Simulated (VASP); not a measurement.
Data:

```xyz
4
Lattice="1.9742 -3.4194 0.0000 1.9742 3.4194 0.0000 0.0000 0.0000 5.1459" Properties=species:S:1:pos:R:3 pbc="T T T"
Ni     0.0000     0.0000     2.5730
Ni     0.0000     0.0000     0.0000
Sb     1.9742     1.1398     1.2865
Sb     1.9742    -1.1398     3.8595
```

Method: optB86b-vdW, VASP's PBE PAW potentials (set 64) (plane waves; VASP). Run with 520 eV cut-off, 10×10×7 Γ-centred mesh, tetrahedra with Blöchl corrections, potentials Ni Sb.

The cores are frozen, which limits the accuracy of field gradients.

Q: Give the principal components of the electric field gradient (V/Å²) and the asymmetry η at each nucleus.

A: 
```csv
atom,Vxx,Vyy,Vzz,η
Ni1,10.6,10.6,-21.1,0.00
Ni2,10.6,10.6,-21.1,0.00
Sb3,-38.6,-38.6,77.3,0.00
Sb4,-38.6,-38.6,77.3,0.00
```

The compound is NiSb in the NiAs type structure. It was relaxed first. The run is not spin-polarised, so no magnetic state was tried.
